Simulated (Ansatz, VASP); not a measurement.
# Cross-check of Be4P2O between VASP and Ansatz, part 2 of 2

Aim: how closely do two programs agree when they are given the same cell, functional and k mesh? The cell is generated by rule, not measured, and may not be a known phase. The cell is taken from a series of runs on this material, whose earlier steps may have relaxed, scaled, displaced or heated it; both programs get it as it stands.

VASP 6.6.1 and Ansatz 0.2.0.

So far: The structure; VASP: zone-centre phonons, PBEsol.

## 2. VASP: zone-centre phonons, PBEsol (continued)

Level of this step: PBEsol; plane waves and PAW (Be, P, O); invented cell (VASP).

Numbers of over 12 decimals in the logs are rounded to 6 here.

OUTCAR, selected parts (step 2):

```text
ion  position               nearest neighbor table
   1  0.568  0.965  0.432-   7 1.65   2 2.18   5 2.30   6 2.30   3 2.38   4 2.38   5 2.61   6 2.61

  LATTYP: Found a face centered orthorhombic cell.
 ALAT       =     5.3820201356
 B/A-ratio  =     1.0228039611
 C/A-ratio  =     1.8796273830

 Subroutine GETGRP returns: Found  4 space group operations
 (whereof  4 operations were pure point group operations)

The static configuration has the point symmetry C_2v.

 Found    171 irreducible k-points:

   k-points           NKPTS =    171   k-points in BZ     NKDIM =    171   number of bands    NBANDS=     19

   dimension x,y,z NGX =    48 NGY =   32 NGZ =   48
   dimension x,y,z NGXF=    96 NGYF=   64 NGZF=   96

   ENCUT  =  600.0 eV  44.10 Ry    6.64 a.u.  11.44  7.69 11.50*2*pi/ulx,y,z

   NELECT =      24.0000    total number of electrons

 k-points in reciprocal lattice and weights: Automatic mesh
   0.00000000  0.00000000  0.00000000       0.001
   0.10000000  0.00000000  0.00000000       0.008
   0.20000000  0.00000000  0.00000000       0.008
   0.30000000  0.00000000 -0.00000000       0.008
   0.40000000 -0.00000000  0.00000000       0.008
   0.50000000 -0.00000000 -0.00000000       0.004
   0.10000000  0.10000000  0.00000000       0.002
   0.20000000  0.10000000  0.00000000       0.008
   0.30000000  0.10000000 -0.00000000       0.008
[...]
-----------------------------------------------------------------------------------
    total drift:                                0.000011      0.000004      0.000026

 Eigenvectors and eigenvalues of the dynamical matrix
 ----------------------------------------------------

   1 f  =   22.397101 THz   140.725133 2PiTHz  747.086858 cm-1    92.626923 meV
             X         Y         Z           dx          dy          dz
      3.844272  5.058096  4.124672     0.000000   -0.019348    0.000000
      1.660480  5.058096  4.124672    -0.000000   -0.019348    0.000000
      2.752376  3.545015  2.221856    -0.000000    0.584431    0.088319
      2.752376  6.571177  2.221856    -0.000000    0.584431   -0.088319
      2.752376  1.508492  2.785631     0.000000   -0.118794    0.047615
      2.752376  8.607701  2.785631     0.000000   -0.118794   -0.047615
      2.752376  5.058096  2.885874    -0.000000   -0.517468   -0.000000

   2 f  =   21.629347 THz   135.901198 2PiTHz  721.477371 cm-1    89.451753 meV
             X         Y         Z           dx          dy          dz
      3.844272  5.058096  4.124672    -0.164162   -0.000000   -0.084440
      1.660480  5.058096  4.124672     0.164162   -0.000000   -0.084440
      2.752376  3.545015  2.221856    -0.000000   -0.638800    0.009182
      2.752376  6.571177  2.221856    -0.000000    0.638800    0.009182
      2.752376  1.508492  2.785631     0.000000    0.150791   -0.050940
      2.752376  8.607701  2.785631     0.000000   -0.150791   -0.050940
      2.752376  5.058096  2.885874    -0.000000   -0.000000    0.254710

   3 f  =   18.648406 THz   117.171392 2PiTHz  622.043878 cm-1    77.123577 meV
             X         Y         Z           dx          dy          dz
      3.844272  5.058096  4.124672    -0.427209   -0.000000   -0.168854
      1.660480  5.058096  4.124672     0.427209    0.000000   -0.168854
      2.752376  3.545015  2.221856    -0.000000    0.142843    0.492195
      2.752376  6.571177  2.221856    -0.000000   -0.142843    0.492195
      2.752376  1.508492  2.785631     0.000000   -0.003409   -0.159538
      2.752376  8.607701  2.785631    -0.000000    0.003409   -0.159538
      2.752376  5.058096  2.885874    -0.000000   -0.000000   -0.041408

   4 f  =   17.670035 THz   111.024104 2PiTHz  589.408922 cm-1    73.077360 meV
             X         Y         Z           dx          dy          dz
      3.844272  5.058096  4.124672     0.000000    0.121320    0.000000
      1.660480  5.058096  4.124672    -0.000000    0.121320   -0.000000
      2.752376  3.545015  2.221856    -0.000000   -0.215296    0.568199
      2.752376  6.571177  2.221856    -0.000000   -0.215296   -0.568199
      2.752376  1.508492  2.785631     0.000000    0.179349    0.141053
      2.752376  8.607701  2.785631     0.000000    0.179349   -0.141053
      2.752376  5.058096  2.885874    -0.000000   -0.357818   -0.000000

   5 f  =   17.490831 THz   109.898134 2PiTHz  583.431331 cm-1    72.336233 meV
             X         Y         Z           dx          dy          dz
      3.844272  5.058096  4.124672    -0.341668    0.000000   -0.223435
      1.660480  5.058096  4.124672     0.341668    0.000000   -0.223435
      2.752376  3.545015  2.221856     0.000000    0.164157   -0.358517
      2.752376  6.571177  2.221856     0.000000   -0.164157   -0.358517
      2.752376  1.508492  2.785631    -0.000000   -0.170352    0.129230
      2.752376  8.607701  2.785631    -0.000000    0.170352    0.129230
      2.752376  5.058096  2.885874     0.000000   -0.000000    0.514076

   6 f  =   16.764453 THz   105.334163 2PiTHz  559.201950 cm-1    69.332174 meV
             X         Y         Z           dx          dy          dz
      3.844272  5.058096  4.124672     0.352292   -0.000000    0.485850
      1.660480  5.058096  4.124672     0.352292   -0.000000   -0.485850
      2.752376  3.545015  2.221856    -0.125189    0.000000   -0.000000
      2.752376  6.571177  2.221856    -0.125189    0.000000    0.000000
      2.752376  1.508492  2.785631     0.054427   -0.000000    0.000000
      2.752376  8.607701  2.785631     0.054427    0.000000    0.000000
      2.752376  5.058096  2.885874    -0.492353    0.000000    0.000000

   7 f  =   14.320856 THz    89.980595 2PiTHz  477.692354 cm-1    59.226277 meV
             X         Y         Z           dx          dy          dz
      3.844272  5.058096  4.124672     0.000000   -0.551087    0.000000
      1.660480  5.058096  4.124672     0.000000   -0.551087   -0.000000
      2.752376  3.545015  2.221856     0.000000    0.131072    0.225639
      2.752376  6.571177  2.221856     0.000000    0.131072   -0.225639
      2.752376  1.508492  2.785631    -0.000000    0.077701    0.191190
      2.752376  8.607701  2.785631    -0.000000    0.077701   -0.191190
      2.752376  5.058096  2.885874     0.000000    0.413809   -0.000000

   8 f  =   13.239769 THz    83.187921 2PiTHz  441.631151 cm-1    54.755260 meV
             X         Y         Z           dx          dy          dz
      3.844272  5.058096  4.124672     0.315006   -0.000000   -0.056118
      1.660480  5.058096  4.124672    -0.315006   -0.000000   -0.056118
      2.752376  3.545015  2.221856    -0.000000    0.116944    0.150783
      2.752376  6.571177  2.221856    -0.000000   -0.116944    0.150783
      2.752376  1.508492  2.785631    -0.000000    0.086497   -0.309315
      2.752376  8.607701  2.785631    -0.000000   -0.086497   -0.309315
      2.752376  5.058096  2.885874     0.000000   -0.000000    0.718406

   9 f  =   11.882399 THz    74.659315 2PiTHz  396.354166 cm-1    49.141631 meV
             X         Y         Z           dx          dy          dz
      3.844272  5.058096  4.124672     0.000000    0.304248   -0.000000
      1.660480  5.058096  4.124672     0.000000    0.304248   -0.000000
      2.752376  3.545015  2.221856     0.000000    0.116149    0.260204
      2.752376  6.571177  2.221856    -0.000000    0.116149   -0.260204
      2.752376  1.508492  2.785631    -0.000000   -0.419625    0.080780
      2.752376  8.607701  2.785631    -0.000000   -0.419625   -0.080780
      2.752376  5.058096  2.885874     0.000000    0.535959    0.000000

  10 f  =   11.606298 THz    72.924521 2PiTHz  387.144430 cm-1    47.999770 meV
             X         Y         Z           dx          dy          dz
      3.844272  5.058096  4.124672    -0.041968   -0.000000    0.305766
      1.660480  5.058096  4.124672     0.041968   -0.000000    0.305766
      2.752376  3.545015  2.221856     0.000000   -0.135355    0.038265
      2.752376  6.571177  2.221856     0.000000    0.135355    0.038265
      2.752376  1.508492  2.785631     0.000000   -0.581274   -0.211138
      2.752376  8.607701  2.785631     0.000000    0.581274   -0.211138
      2.752376  5.058096  2.885874    -0.000000   -0.000000    0.070737

  11 f  =    9.899002 THz    62.197267 2PiTHz  330.195180 cm-1    40.938966 meV
             X         Y         Z           dx          dy          dz
      3.844272  5.058096  4.124672     0.280986    0.000000    0.167789
      1.660480  5.058096  4.124672     0.280986   -0.000000   -0.167789
      2.752376  3.545015  2.221856    -0.123899   -0.000000   -0.000000
      2.752376  6.571177  2.221856    -0.123899    0.000000    0.000000
      2.752376  1.508492  2.785631    -0.343734    0.000000   -0.000000
      2.752376  8.607701  2.785631    -0.343734    0.000000   -0.000000
      2.752376  5.058096  2.885874     0.720264   -0.000000   -0.000000

  12 f  =    9.021985 THz    56.686805 2PiTHz  300.941032 cm-1    37.311916 meV
             X         Y         Z           dx          dy          dz
      3.844272  5.058096  4.124672     0.000000   -0.634927    0.000000
      1.660480  5.058096  4.124672     0.000000    0.634927   -0.000000
      2.752376  3.545015  2.221856    -0.272197   -0.000000    0.000000
      2.752376  6.571177  2.221856     0.272197   -0.000000   -0.000000
    [... 91 further lines ...]
      2.752376  8.607701  2.785631    -0.244818    0.000000    0.000000
      2.752376  5.058096  2.885874     0.000000    0.000000    0.000000

 ELASTIC MODULI CONTR FROM IONIC RELAXATION (kBar)
 Direction    XX          YY          ZZ          XY          YZ          ZX
 --------------------------------------------------------------------------------
 XX        -556.0725    142.6518   -363.9289      0.0000      0.0000      0.0000
 YY         142.6518   -287.7040    357.6990     -0.0000     -0.0000      0.0000
 ZZ        -363.9289    357.6990   -569.5268      0.0000      0.0000     -0.0000
 XY           0.0000     -0.0000      0.0000    -24.8324      0.0000     -0.0000
 YZ           0.0000     -0.0000      0.0000      0.0000   -201.3803     -0.0000
 ZX           0.0000      0.0000     -0.0000     -0.0000     -0.0000   -246.8875
 --------------------------------------------------------------------------------
```

## 3. Ansatz: zone-centre phonons, PBEsol

Ansatz runs on its default PAW (the set named soft_2) files.

The same cell, functional, mesh and smearing now go to Ansatz, which takes its cutoff from its data sets.

The input, input.yaml:

```yaml
crystal:
  lattice:
    - [0.0, 5.0580962114, 2.6910100678]
    - [2.7523757566, 0.0, 2.6910100678]
    - [2.7523757566, 5.0580962114, 0.0]
  atoms:
    - { symbol: Be, position: [0.5680246759, 0.9647351277, 0.4319753241] }
    - { symbol: Be, position: [0.9647351277, 0.5680246759, 0.0352648723] }
    - { symbol: Be, position: [0.2632590874, 0.5623994811, 0.4376005189] }
    - { symbol: Be, position: [0.5623994811, 0.2632590874, 0.7367409126] }
    - { symbol: P, position: [0.1666975459, 0.8684644345, 0.1315355655] }
    - { symbol: P, position: [0.8684644345, 0.1666975459, 0.8333024541] }
    - { symbol: O, position: [0.5362064564, 0.5362064564, 0.4637935436] }
kpoints:
  mp_grid: { grid: [10, 10, 10] }
hamiltonian:
  xc: pbesol
scf:
  occupations: { method: methfessel_paxton, width: 0.2 }
output:
  eigenvalues: true
phonons:
  method: dfpt
```

Started as:

```sh
$ ansatz run input.yaml --threads 8 --pin off --max-ram 14336MiB --backend cpu --events-out ev --progress --plain --runs-dir out
```

The log of the run:

```text
Engine: ansatz 0.2.0, x86_64-unknown-linux-gnu
Pseudopotentials: kind: paw
Pseudopotential: Be, paw, valence charge 2, recommended cutoff 420 eV (normal), Be.paw.azcp
Pseudopotential: P, paw, valence charge 5, recommended cutoff 420 eV (normal), P.paw.azcp
Pseudopotential: O, paw, valence charge 6, recommended cutoff 420 eV (normal), O.paw.azcp
Functional definition: PBEsol
  exchange = pbesol_x
  correlation = pbesol_c
Crystal: 7 atoms, lattice volume = 74.927 Å³
Basis set: ecut = 420 eV, 1489 PW (Γ), exchange–correlation on 80×80×80 points (8 copies of the dense FFT grid, shifted against one another)
Bands: 19, of which v1, the nominal top of the filled ones, is band 12 counted from 1 (11 counted from 0)
Symmetry: 4 space group operations
k-points: 504 of 1000 (irreducible under 1 space group operation, time reversal used)
Non-local potential: Be, projectors of the file, l = 0: 2, l = 1: 2, l = 2: 1
Non-local potential: P, projectors of the file, l = 0: 2, l = 1: 2, l = 2: 2
Non-local potential: O, projectors of the file, l = 0: 2, l = 1: 2, l = 2: 1
PAW form: soft (Blöchl's): semilocal exchange-correlation on the pseudo side does not see the compensation charge
PAW frozen core: Be, regenerated for the run's functional, and the local potential with it (the file was generated under x = pbe(κ = 0.804, μ = 0.219515), c = pbe(β = 0.066725))
PAW frozen core: P, regenerated for the run's functional, and the local potential with it (the file was generated under x = pbe(κ = 0.804, μ = 0.219515), c = pbe(β = 0.066725))
PAW frozen core: O, regenerated for the run's functional, and the local potential with it (the file was generated under x = pbe(κ = 0.804, μ = 0.219515), c = pbe(β = 0.066725))
PAW one-centre angular grid: Be, 110 points (default); XC on 64 Gauss nodes
PAW one-centre angular grid: P, 110 points (default); XC on 64 Gauss nodes
PAW one-centre angular grid: O, 110 points (default); XC on 64 Gauss nodes
Initial density: superposition of atomic densities (neutral atoms: chi_scale 0, normalization atom), corrected by the library's trained network
Initial wavefunctions: pseudopotential atomic-orbital guess
Functional: x = pbesol(κ = 0.804, μ = 0.123457), c = pbesol(β = 0.046)
SCF iter   1: F=—  HF=-2404.085700 eV  |F-HF|=—  |Δ(HF+E_count)|=         —  Δρ=8.68e-3  dr2=4.80e-2  ethr=1.77e-3  ⟨swp⟩=6.0  Hψ=55310  notcnv=0
preconditioner: auto → Kerker (q_TF=auto, 2.257 Å⁻¹)  [metal: Δε(μ)=0.061 eV  Ē_g=9.935 eV  σ=0.200 eV  W_gap=0.25  n_scr=10 (ndim 8)  ℏωp=20.1 eV  f_vac=0.000  D(μ)=0.27/eV (n_scr^D=0)]
SCF iter   2: F=—  HF=-2404.075237 eV  |F-HF|=—  |Δ(HF+E_count)|=   1.05e-2  S|Δr|=    0.00e0  Δρ=2.61e-3  dr2=4.66e-3  ethr=2.00e-4  ⟨swp⟩=2.4  Hψ=18085  notcnv=0
SCF iter   3: F=—  HF=-2404.074483 eV  |F-HF|=—  |Δ(HF+E_count)|=   7.54e-4  S|Δr|=    0.00e0  Δρ=1.45e-3  dr2=1.72e-3  ethr=1.94e-5  ⟨swp⟩=1.0  Hψ=8662  notcnv=0
SCF iter   4: F=—  HF=-2404.074129 eV  |F-HF|=—  |Δ(HF+E_count)|=   3.55e-4  S|Δr|=    0.00e0  Δρ=2.25e-4  dr2=9.01e-5  ethr=7.16e-6  ⟨swp⟩=2.0  Hψ=14214  notcnv=0
SCF iter   5: F=—  HF=-2404.074114 eV  |F-HF|=—  |Δ(HF+E_count)|=   1.44e-5  S|Δr|=    0.00e0  Δρ=4.44e-5  dr2=1.35e-6  ethr=3.75e-7  ⟨swp⟩=2.6  Hψ=13006  notcnv=0
SCF iter   6: F=—  HF=-2404.074114 eV  |F-HF|=—  |Δ(HF+E_count)|=   5.51e-7  S|Δr|=    0.00e0  Δρ=1.06e-5  dr2=1.48e-7  ethr=5.61e-9  ⟨swp⟩=2.5  Hψ=14737  notcnv=0
SCF iter   7: F=—  HF=-2404.074114 eV  |F-HF|=—  |Δ(HF+E_count)|=   1.81e-8  S|Δr|=    0.00e0  Δρ=2.36e-6  dr2=5.92e-9  ethr=6.15e-10  ⟨swp⟩=2.6  Hψ=13535  notcnv=0
SCF iter   8: F=—  HF=-2404.074114 eV  |F-HF|=—  |Δ(HF+E_count)|=   1.28e-9  S|Δr|=    0.00e0  Δρ=4.93e-7  dr2=3.03e-10  ethr=2.47e-11  ⟨swp⟩=2.7  Hψ=15148  notcnv=0
SCF iter   9: F=-2404.074114 eV  HF=-2404.074114 eV  |F-HF|=2.73e-12  |Δ(HF+E_count)|=  4.32e-11  S|Δr|=    0.00e0  Δρ=1.01e-7  dr2=9.62e-12  ethr=1.00e-12  ⟨swp⟩=8.8  Hψ=57792  notcnv=0
SCF 1 converged in 9 iterations: F = -2404.074114 eV  dr2 = 9.62e-12
  greatest PAW one-centre occupation: 0.862 electrons in one spin orbital (limit 2), on the O atom at site 6 (counted from 0), in its partial waves of l = 0
DFPT response loops at Γ: preconditioner auto → Kerker (q_TF=auto, 2.257 Å⁻¹) (partly filled bands, converged f_vac=0.000); β = 1.00, the filter's whole step (`scf.mixing.beta` (0.50) is not read by the response loops under this deck's `scf.mixing.preconditioner`; to damp them name `kerker` or `kerker_dos`, under which they read `scf.mixing.beta`, and type it under 1.00, their step now; both keys bind the ground state too); Broyden in place of MSR1
SCF converged after 9 iterations
Stability not checked: this state was not tested for a lower state beside it, because cold or Methfessel-Paxton smearing, or corrected tetrahedra, fill the levels in a way that the test cannot read (fill_not_monotonic; see scf.lower_state_search)
Free energy (F): -2404.074114 eV
Harris-Foulkes:  -2404.074114 eV  (|F-HF|=2.73e-12)
Internal energy: -2404.074817 eV  (E = F + TS)
E sigma→0 (E₀):  -2404.074289 eV
Entropy (-TS):   0.000704 eV (0.101 meV/atom)
Fermi energy:    8.258845 eV
Step filling:    the computed levels leave a gap of 0.0667 eV = 0.3 smearing widths at the electron count; against every level under it full and every level over it empty, smearing changes F+E_penalty+E_count by +0.314 meV and its σ→0 estimate by +0.138 meV
--- Per-component energies (eV) ---
  E_band       = 22.838086
  E_kinetic    = 399.677882
  E_local      = -577.797868  (includes V_loc(G=0)·N_el)
  E_nonlocal   = 134.631126
  E_hartree    = 211.205388
  E_xc         = -274.014395
  E_vxc        = -299.147977  (∫ρ·V_xc dr)
  E_paw        = -1489.915171  (= ΣΔE_a)
  E_vpaw       = -56.938391  (= ΣTr[D̂ρ^β])
  E_aug_tail   = 0.002492  (compensation charges beyond the density's cutoff)
  E_ewald      = -808.029877
  E_core_change = 0.165605  (= ΣΔE_core)
  E_smearing   = 0.000704  (= −TS)
  E_closure    = -0.000000  (closes the sum)
  Σ components = -2404.074114   (vs F -2404.074114, Δ=0.00e0)
--- Band table (eV; the first three rows and the last of 504) ---
  k-point 0: bands = [... 8 lower, 6.0271, 6.4480, 6.9534, 7.2369, 8.5766, 9.0798, 11.1324, 13.4265, ... 3 higher]
  k-point 1: bands = [... 8 lower, 5.9540, 6.1662, 6.9328, 7.0325, 8.8352, 9.6225, 11.5004, 13.3479, ... 3 higher]
  k-point 2: bands = [... 8 lower, 5.4858, 5.9574, 6.6420, 7.0144, 9.2686, 10.7061, 12.0994, 12.8825, ... 3 higher]
  k-point 503: bands = [... 8 lower, 5.2201, 5.9531, 6.3545, 7.2778, 9.6361, 9.7630, 11.3482, 12.4320, ... 3 higher]
--- Phonons (Γ-DFPT): 12 representative perturbations + reference, on 504 of 1000 k-points (Σ response iterations 42) ---
  k mesh reduced under 1 symmetry operation, with k and −k counted as one. Each operation leaves every solved perturbation unchanged. A smaller set is not used because it would not reduce the number of displacements times k-points to solve
  ASR residual: 7.495e-5 → 0.000e0 eV/Å²; symmetrization residual: 3.646e-6 eV/Å²
  ASR residual per site (eV/Å²): 1.53e-5 1.53e-5 7.28e-5 7.28e-5 1.22e-5 1.22e-5 7.49e-5
  Γ frequencies (cm⁻¹): -229.83 -216.45 0.00 0.00 0.00 174.98 208.13 239.30 248.82 300.58 330.66 385.52 395.62 441.45 477.52 550.38 578.42 588.27 618.56 715.72 740.66
  non-analytic LO–TO correction: not included (Born effective charges unavailable; polar crystals: no LO–TO splitting at Γ)
```

## 4. Comparison

Known differences besides the potentials themselves: the cutoff is 420 eV in Ansatz and 600 eV in VASP; Ansatz makes its cores anew for this functional, VASP keeps those of its PBE data sets. Total energies have different zeros and are not compared.

The two programs side by side:

```tsv
quantity	Ansatz	VASP	difference
optical mode 1 (imaginary, printed as negative) (cm⁻¹)	-229.8	-231.3	+1.5
optical mode 2 (imaginary, printed as negative) (cm⁻¹)	-216.4	-218.5	+2.1
optical mode 3 (cm⁻¹)	175.0	174.9	+0.04 %
optical mode 4 (cm⁻¹)	208.1	208.1	+0.03 %
optical mode 5 (cm⁻¹)	239.3	240.5	-0.49 %
optical mode 6 (cm⁻¹)	248.8	250.2	-0.56 %
optical mode 7 (cm⁻¹)	300.6	300.9	-0.12 %
optical mode 8 (cm⁻¹)	330.7	330.2	+0.14 %
optical mode 9 (cm⁻¹)	385.5	387.1	-0.42 %
optical mode 10 (cm⁻¹)	395.6	396.4	-0.19 %
optical mode 11 (cm⁻¹)	441.4	441.6	-0.04 %
optical mode 12 (cm⁻¹)	477.5	477.7	-0.04 %
optical mode 13 (cm⁻¹)	550.4	559.2	-1.58 %
optical mode 14 (cm⁻¹)	578.4	583.4	-0.86 %
optical mode 15 (cm⁻¹)	588.3	589.4	-0.19 %
optical mode 16 (cm⁻¹)	618.6	622.0	-0.56 %
optical mode 17 (cm⁻¹)	715.7	721.5	-0.80 %
optical mode 18 (cm⁻¹)	740.7	747.1	-0.86 %
```

Modes are paired by rising frequency, not by their patterns, so a pair may set unlike modes beside each other; they are those without the splitting of longitudinal modes.

## 5. What came out

```yaml
r_m_s_difference_of_the_optical_zone_centre_modes_each_program_s_sorted_by_frequency_zone_centre_phonons_pbesol: 3.4 cm⁻¹
difference_in_optical_mode_13_zone_centre_phonons_pbesol: -1.6 %
```

In words: The r.m.s. difference of the optical zone-centre modes, each program's sorted by frequency is 3.4 cm⁻¹ (zone-centre phonons, PBEsol). Among the rows given in per cent, the largest difference of the zone-centre phonons, PBEsol pair is in optical mode 13, -1.6 %. How closely two codes agree says nothing of how well the functional describes the real material.

[Lines on the potential files, build, host, timing and source positions are cut from VASP's logs without a mark.]

[Logs are printed without paths, hosts, clocks, repeated set-up lines and the standing remarks that a program may print on its own settings, such as how far it seeks lower states.]

[Hosts, paths, dates, database ids (printed as entryN), source tags and the programs' standing remarks are cut or masked in the printed files.]
